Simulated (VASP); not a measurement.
Output of a VASP run:

File OSZICAR:
```
       N       E                     dE             d eps       ncg     rms          rms(c)
DAV:   1     0.861506608718E+02    0.86151E+02   -0.71500E+03  3080   0.128E+03
DAV:   2    -0.777551300985E+01   -0.93926E+02   -0.91592E+02  3122   0.321E+02
DAV:   3    -0.137955932577E+02   -0.60201E+01   -0.57256E+01  5026   0.776E+01
DAV:   4    -0.140035975487E+02   -0.20800E+00   -0.20557E+00  4017   0.124E+01
DAV:   5    -0.140132189183E+02   -0.96214E-02   -0.96112E-02  4535   0.236E+00    0.891E+00
DAV:   6    -0.124942398193E+02    0.15190E+01   -0.15461E+01  3937   0.397E+01    0.379E+00
DAV:   7    -0.122747673954E+02    0.21947E+00   -0.19732E+00  3784   0.140E+01    0.164E+00
DAV:   8    -0.122589373658E+02    0.15830E-01   -0.23049E-01  3744   0.531E+00    0.662E-01
DAV:   9    -0.122535946102E+02    0.53428E-02   -0.55693E-02  3822   0.294E+00    0.228E-01
DAV:  10    -0.122534778027E+02    0.11681E-03   -0.23305E-03  3842   0.537E-01    0.586E-02
DAV:  11    -0.122534329562E+02    0.44846E-04   -0.81111E-04  4153   0.276E-01    0.410E-02
DAV:  12    -0.122534360045E+02   -0.30482E-05   -0.23340E-05  3690   0.507E-02    0.187E-02
DAV:  13    -0.122534337156E+02    0.22889E-05   -0.74652E-06  3833   0.215E-02    0.796E-03
DAV:  14    -0.122534338153E+02   -0.99704E-07   -0.51352E-07  3745   0.782E-03
   1 F= -.12253434E+02 E0= -.12253637E+02  d E =0.609506E-03
```

### OUTCAR
```
------------------------ aborting loop because EDIFF is reached ----------------------------------------
  FORCE on cell =-STRESS in cart. coord.  units (eV):
  Direction    XX          YY          ZZ          XY          YZ          ZX
  --------------------------------------------------------------------------------------
  Total       -2.3752786     -2.3752786     -2.3680060      0.0000000      0.0000000      0.0000000
  in kB     -104.5417462   -104.5417462   -104.2216637      0.0000000      0.0000000      0.0000000
  external PRESSURE =    -104.4350520 kB  Pullay stress =       0.0000000 kB
  volume of cell :       36.40
      direct lattice vectors                 reciprocal lattice vectors
     2.936282102  0.000000000  0.000000000     0.340566732  0.000000000  0.000000000
     0.000000000  2.936282102  0.000000000     0.000000000  0.340566732  0.000000000
     0.000000000  0.000000000  4.222209956     0.000000000  0.000000000  0.236842793
 POSITION                                       TOTAL-FORCE (eV/Angst)
 -----------------------------------------------------------------------------------
      0.00000      0.00000      0.00000         0.000000      0.000000      0.000000
      1.46814      1.46814      2.11110         0.000000      0.000000      0.000000
 -----------------------------------------------------------------------------------
    total drift:                                0.000000      0.000000      0.000000
  FREE ENERGIE OF THE ION-ELECTRON SYSTEM (eV)
  ---------------------------------------------------
  free  energy   TOTEN  =       -12.2534338153 eV

  energy  without entropy=      -12.2540433208  energy(sigma->0) =      -12.25363698
```
(Selected blocks of OUTCAR.)

### POSCAR
```
TiAl
1
    2.9362821016     0.0000000000     0.0000000000
    0.0000000000     2.9362821016     0.0000000000
    0.0000000000     0.0000000000     4.2222099555
Ti Al
1 1
Direct
  0.0000000000   0.0000000000   0.0000000000
  0.5000000000   0.5000000000   0.5000000000
```

Reconstruct the remaining input files.

One answer among several that fit: the input of the run itself, PBE GGA, plane waves, VASP's PBE PAW potentials (set 64).

**INCAR**
```
SYSTEM = TiAl
PREC = Accurate
ENCUT = 480
EDIFF = 1E-7
NELM = 100
ALGO = Normal
LREAL = .FALSE.
LASPH = .TRUE.
ISMEAR = 1
SIGMA = 0.1
GGA = PE
LMAXMIX = 4
LWAVE = .FALSE.
LCHARG = .FALSE.
ISIF = 2
```

File KPOINTS:
```
Automatic mesh
0
Gamma
12 12 8
0 0 0
```

POTCAR, in this order: Ti_sv Al (PBE.64 set). Program: vasp_std.

The compound is TiAl in the L1_0 structure. This cell was strained or had an atom moved on purpose. The electron count is odd and the run is not spin-polarised, which forces a metal.
